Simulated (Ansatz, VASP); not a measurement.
# One calculation of MgVCl2O, two programs

run.py

```python
from ase import Atoms
from ase.calculators.vasp import Vasp
from ase.dft.bandgap import bandgap

atoms = Atoms(
    ['V', 'Cl', 'Cl', 'Mg', 'O'],
    cell=[[6.6203369699, -1.9615760065, 0.0], [6.6203369699, 1.9615760065, 0.0], [-1.3957237544, 0.0, 4.0863273679]],
    scaled_positions=[[0.0014305, 0.0014305, 0.978458], [0.630228, 0.630228, 0.111547], [0.367776, 0.367776, 0.846483], [0.490922, 0.490922, 0.466429], [0.9960985, 0.9960985, 0.473592]],
    pbc=True,
)
atoms.set_initial_magnetic_moments([2.0, 0.0, 0.0, 0.0, 0.0])
calc = Vasp(
    directory='calc',
    xc='rpbe',
    pp='PBE',
    setups='recommended',
    prec='Accurate',
    encut=520,
    ediff=1e-06,
    ismear=0,
    sigma=0.1,
    lreal=False,
    lasph=True,
    nelm=120,
    algo='Normal',
    isif=2,
    lwave=False,
    lcharg=True,
    ispin=2,
    lorbit=11,
    lmaxmix=4,
    lelf=True,
    lvhar=True,
    kpts=[7, 7, 7],
    gamma=True,
)
atoms.calc = calc

print('energy (eV):', atoms.get_potential_energy())
print('free energy (eV):', atoms.get_potential_energy(force_consistent=True))
print('forces (eV/A):')
print(atoms.get_forces())
print('stress (eV/A^3, Voigt):', atoms.get_stress())
print('Fermi level (eV):', calc.get_fermi_level())
print('moment (muB):', atoms.get_magnetic_moment())
print('site moments (muB):', atoms.get_magnetic_moments())
gap, top, bottom = bandgap(calc)
print('band gap (eV):', gap, 'from (spin, k, band)', top, 'to', bottom)
```

Contents of input.yaml:

```yaml
crystal:
  lattice:
    - [6.6203369699, -1.9615760065, 0.0]
    - [6.6203369699, 1.9615760065, 0.0]
    - [-1.3957237544, 0.0, 4.0863273679]
  atoms:
    - { symbol: V, position: [0.0014305, 0.0014305, 0.978458], spin: 2.0 }
    - { symbol: Cl, position: [0.630228, 0.630228, 0.111547] }
    - { symbol: Cl, position: [0.367776, 0.367776, 0.846483] }
    - { symbol: Mg, position: [0.490922, 0.490922, 0.466429] }
    - { symbol: O, position: [0.9960985, 0.9960985, 0.473592] }
hamiltonian:
  xc: rpbe
  pseudopotentials: { kind: paw }
magnetization:
  spin_polarized: true
kpoints:
  mp_grid: { grid: [7, 7, 7] }
scf:
  occupations: { method: gaussian, width: 0.1 }
output:
  forces: true
  stress: true
  eigenvalues: true
  write_density: true
  write_potential: true
  elf: true
  volumetric_format: npy
```

The cell comes from a database or a generator and needn't be the stable form of this composition.

Alike in both runs: task single point; functional RPBE; k mesh 7 × 7 × 7; occupations gaussian, width 0.1 eV; collinear spin, ferromagnetic start.

|  | VASP | Ansatz |
| --- | --- | --- |
| version | VASP 6.6.1 | Ansatz 0.2.0 |
| potentials or method | VASP PAW PBE potentials, release 64 (V_sv, Cl, Mg, O) | Ansatz PAW |
| plane-wave cutoff (eV) | 520 | 420 |
| valence electrons in the cell | 35 | 43 |

Ansatz gave:

| Item | Value |
| --- | --- |
| gap on the k mesh at the Fermi level (eV) | 0.61 |
| least direct gap on the mesh (eV) | 0.73 |
| pressure (GPa) | 0.4 |
| largest component of the traceless stress (GPa) | 0.14 |
| rms of the force components (eV/Å) | 0.034 |
| net moment per atom (μB) | 0.60 |
| size of the moment on the site where the two differ most (μB) | 2.20 |

Question: Estimate VASP's values.

Answer: gap on the k mesh at the Fermi level (eV): 0.60; least direct gap on the mesh (eV): 0.72; pressure (GPa): 0.2; largest component of the traceless stress (GPa): 0.18; rms of the force components (eV/Å): 0.035; net moment per atom (μB): 0.60; size of the moment on the site where the two differ most (μB): 2.59.

Site moments also hang on the region over which each program counts them. Atom by atom the forces differ by 0.002 eV/Å (rms over components). The two sets of potentials don't hold the same shells in valence.

Caveats: the PAW data sets were made with another functional, which shifts forces and pressure a little (VASP); an odd mesh through Γ misses points on the zone boundary, where band edges often lie (VASP); odd divisions of the mesh miss points on the zone boundary, where band edges often lie, so the gap on the mesh can be too wide (Ansatz); the PAW data sets come from PBE, with cores solved anew for the run's functional, which leaves a small shift of forces and pressure (Ansatz).
